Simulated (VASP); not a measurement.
Here is the system:

```
CELL_PARAMETERS angstrom
      0.00000     2.04500     2.04500
      2.04500     0.00000     2.04500
      2.04500     2.04500     0.00000
ATOMIC_POSITIONS crystal
  Ag 0.00000 0.00000 0.00000
```

Calculation: optB86b-vdW, VASP's PBE PAW potentials (set 64) (plane waves; VASP). Numerical set-up: 520 eV cut-off, 17×17×17 Γ-centred mesh, tetrahedra with Blöchl corrections, potentials Ag.

Q: Tabulate the total density of states (states/eV per cell) against energy (eV; zero at the valence-band maximum or, without a gap, the Fermi level).

A: 
```
E (eV) | DOS (states/eV)
    -9.76 |  0.00
    -9.17 |  0.00
    -8.67 |  0.00
    -8.08 |  0.00
    -7.58 |  0.04
    -6.99 | # 0.10
    -6.49 | ## 0.22
    -5.90 | ############################## 3.87
    -5.40 | ################ 2.04
    -4.81 | ###################### 2.82
    -4.32 | ################ 2.08
    -3.72 | ####################### 2.94
    -3.23 | ####################### 3.02
    -2.63 | ## 0.21
    -2.04 | ## 0.22
    -1.54 | ## 0.22
    -0.95 | ## 0.24
    -0.45 | ## 0.27
     0.14 | ## 0.27
     0.64 | ## 0.27
     1.23 | ## 0.26
     1.73 | ## 0.27
     2.32 | ## 0.23
     2.82 | ## 0.21
     3.41 | # 0.17
```
Within 2 eV below the Fermi level the largest weight inside VASP's projection spheres is Ag d, then Ag p.

The compound is Ag in the fcc structure. The cell was not relaxed at this level.
